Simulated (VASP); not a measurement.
Level of theory: PBE GGA, VASP's PBE PAW potentials (set 64) (plane waves; VASP).

Input for VASP

INCAR:
```
SYSTEM = YbSe
PREC = Accurate
ENCUT = 400
EDIFF = 1E-6
NELM = 100
ALGO = Normal
LREAL = .FALSE.
LASPH = .TRUE.
ISMEAR = 0
SIGMA = 0.05
GGA = PE
LMAXMIX = 6
LWAVE = .FALSE.
LCHARG = .FALSE.
ISIF = 2
KSPACING = 0.25
KGAMMA = .TRUE.
```

File POSCAR:
```
YbSe
11.9029080
  0.3967991687   0.0000000000   0.0000000000
  0.0000000000   0.3967991687   0.0000000000
  0.0000000000   0.0000000000   0.5000000000
Yb Se
2 2
Cart
  0.1983995844   0.0000000000   0.1184000000
  0.0000000000   0.1983995844   0.3816000000
  0.0000000000   0.0000000000   0.0000000000
  0.1983995844   0.1983995844   0.0000000000
```

POTCAR, in this order: Yb_2 Se (PBE.64 set). Program: vasp_std.

Output of the run:

**OUTCAR**
```
 ion  position               nearest neighbor table
   1  0.500  0.000  0.237-   3 2.75   4 2.75   4 2.75   3 2.75
   2  0.000  0.500  0.763-   3 2.75   4 2.75   3 2.75   4 2.75
   3  0.000  0.000  0.000-   1 2.75   2 2.75   2 2.75   1 2.75
   4  0.500  0.500  0.000-   1 2.75   2 2.75   1 2.75   2 2.75
  LATTYP: Found a simple tetragonal cell.
 ALAT       =     4.7230640000
 C/A-ratio  =     1.2600832849
 Subroutine PRICEL returns:
 Original cell was already a primitive cell.
 Subroutine GETGRP returns: Found 16 space group operations
The static configuration has the point symmetry D_2d.
 The point group associated with its full space group is D_4h.
The dynamic configuration has the point symmetry D_2d.
 Subroutine INISYM returns: Found 16 space group operations
 Subroutine IBZKPT returns following result:
 Found     30 irreducible k-points:

 Following reciprocal coordinates:
            Coordinates               Weight
  0.000000  0.000000  0.000000      1.000000
  0.166667  0.000000  0.000000      4.000000
  0.333333  0.000000  0.000000      4.000000
  0.500000  0.000000  0.000000      2.000000
  0.166667  0.166667  0.000000      4.000000
...
```

### OSZICAR
```
       N       E                     dE             d eps       ncg     rms          rms(c)
DAV:   1     0.128317650303E+03    0.12832E+03   -0.10796E+04  1080   0.113E+03
DAV:   2    -0.792487359184E+01   -0.13624E+03   -0.13284E+03  1462   0.269E+02
DAV:   3    -0.167653942377E+02   -0.88405E+01   -0.85843E+01  1274   0.507E+01
DAV:   4    -0.169133945991E+02   -0.14800E+00   -0.14782E+00  1336   0.726E+00
DAV:   5    -0.169156756491E+02   -0.22811E-02   -0.22808E-02  1330   0.890E-01    0.197E+01
DAV:   6    -0.147424285271E+02    0.21732E+01   -0.42572E+00  1176   0.897E+00    0.119E+01
DAV:   7    -0.144111322363E+02    0.33130E+00   -0.48395E+00  1256   0.788E+00    0.330E+00
DAV:   8    -0.143037852859E+02    0.10735E+00   -0.12271E+00  1130   0.440E+00    0.149E+00
DAV:   9    -0.142893181564E+02    0.14467E-01   -0.54199E-02  1154   0.126E+00    0.554E-01
DAV:  10    -0.142845497682E+02    0.47684E-02   -0.23270E-02  1168   0.621E-01    0.123E-01
DAV:  11    -0.142850221133E+02   -0.47235E-03   -0.16378E-03  1146   0.240E-01    0.581E-02
DAV:  12    -0.142850627930E+02   -0.40680E-04   -0.12949E-04  1386   0.547E-02    0.275E-02
DAV:  13    -0.142850740460E+02   -0.11253E-04   -0.10209E-04  1172   0.391E-02    0.167E-02
DAV:  14    -0.142850711202E+02    0.29257E-05   -0.41893E-06   924   0.912E-03    0.841E-03
DAV:  15    -0.142850703081E+02    0.81214E-06   -0.45972E-06   918   0.923E-03
   1 F= -.14285070E+02 E0= -.14282218E+02  d E =-.570446E-02
```

**OUTCAR**
```
------------------------ aborting loop because EDIFF is reached ----------------------------------------
  FORCE on cell =-STRESS in cart. coord.  units (eV):
  Direction    XX          YY          ZZ          XY          YZ          ZX
  --------------------------------------------------------------------------------------
  Total        7.5610139      7.5610139     -2.7667007      0.0000000      0.0000000      0.0000000
  in kB       91.2472687     91.2472687    -33.3888928      0.0000000      0.0000000      0.0000000
  external PRESSURE =      49.7018815 kB  Pullay stress =       0.0000000 kB
  volume of cell :      132.76
      direct lattice vectors                 reciprocal lattice vectors
     4.723064000  0.000000000  0.000000000     0.211726964  0.000000000  0.000000000
     0.000000000  4.723064000  0.000000000     0.000000000  0.211726964  0.000000000
     0.000000000  0.000000000  5.951454000     0.000000000  0.000000000  0.168026166
 POSITION                                       TOTAL-FORCE (eV/Angst)
 -----------------------------------------------------------------------------------
      2.36153      0.00000      1.40930        -0.000000      0.000000     -0.444450
      0.00000      2.36153      4.54215         0.000000      0.000000      0.444450
      0.00000      0.00000      0.00000         0.000000     -0.000000     -0.000000
      2.36153      2.36153      0.00000         0.000000      0.000000     -0.000000
 -----------------------------------------------------------------------------------
    total drift:                                0.000000     -0.000000     -0.000000
  FREE ENERGIE OF THE ION-ELECTRON SYSTEM (eV)
  ---------------------------------------------------
  free  energy   TOTEN  =       -14.2850703081 eV

  energy  without entropy=      -14.2793658479  energy(sigma->0) =      -14.28221808
```
(Selected blocks of OUTCAR.)

The 4f electrons are frozen in the core of the lanthanide potential, so 4f levels, which can set the real gap, and their magnetism are missing.

The structure was generated: YbSe was put into the litharge type (P4/nmm), which need not be its known phase. The cell was not relaxed at this level. The run is one of a series of settings (KGAMMA = .TRUE., KSPACING = 0.25, KPOINTS file removed against the base run), some of them coarse on purpose.
